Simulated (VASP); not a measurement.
Given:

```
Pb
1.0
    0.00000     2.47500     2.47500
    2.47500     0.00000     2.47500
    2.47500     2.47500     0.00000
Pb
1
Cartesian
  0.00000   0.00000   0.00000
```

The numbers are results of optB88-vdW, VASP's PBE PAW potentials (set 64) (plane waves; VASP), not measurements. Run with 400 eV cut-off, 11×11×11 Γ-centred mesh, first-order Methfessel-Paxton smearing of 0.10 eV, potentials Pb_d.

Task: Give the stress tensor in GPa (positive for a compressed cell).

Result: 
```
1.76  0.00  0.00
0.00  1.76  0.00
0.00  0.00  1.76
```
The pressure is its mean diagonal, 1.76 GPa.

The compound is Pb in the fcc structure. The cell was not relaxed at this level. The run is one of a series of settings (AGGAC = 0.0, GGA = BO, LUSE_VDW = .TRUE., PARAM1 = 0.1833333333, PARAM2 = 0.22 against the base run), some of them coarse on purpose.
